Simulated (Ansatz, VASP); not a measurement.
## AlGa3P4 in VASP and in Ansatz

```
Al Ga P
1.0
     5.32978    0.00000    0.00000
     0.00000    5.32978    0.00000
     0.00000    0.00000    5.32978
Al Ga P
1 3 4
Cartesian
  0.0000 0.0000 0.0000
  2.6649 0.0000 2.6649
  2.6649 2.6649 0.0000
  0.0000 2.6649 2.6649
  3.9973 1.3324 1.3324
  3.9973 3.9973 3.9973
  1.3324 1.3324 3.9973
  1.3324 3.9973 1.3324
```

Alike in both runs: task single point; functional PBE; k mesh 4 × 4 × 4; occupations gaussian, width 0.1 eV; no spin polarisation.

|  | VASP | Ansatz |
| --- | --- | --- |
| version | VASP 6.6.1 | Ansatz 0.2.0 |
| potentials or method | VASP PAW PBE potentials, release 64 (Al, Ga_d, P) | scalar-relativistic, plane waves, PAW |
| plane-wave cutoff (eV) | 520 | 420 |
| valence electrons in the cell | 62 | 62 |

```csv
,VASP,Ansatz,Ansatz less VASP
gap on the k mesh at the Fermi level (eV),1.52,1.52,+0.001
least direct gap on the mesh (eV),1.52,1.52,+0.001
pressure (GPa),9.4,9.5,+0.10
rms of the force components (eV/Å),0.020,0.019,-0.0009
```

A k mesh can miss the band edges. Expect the measured gap to be larger: semilocal functionals such as PBE lack the derivative discontinuity.
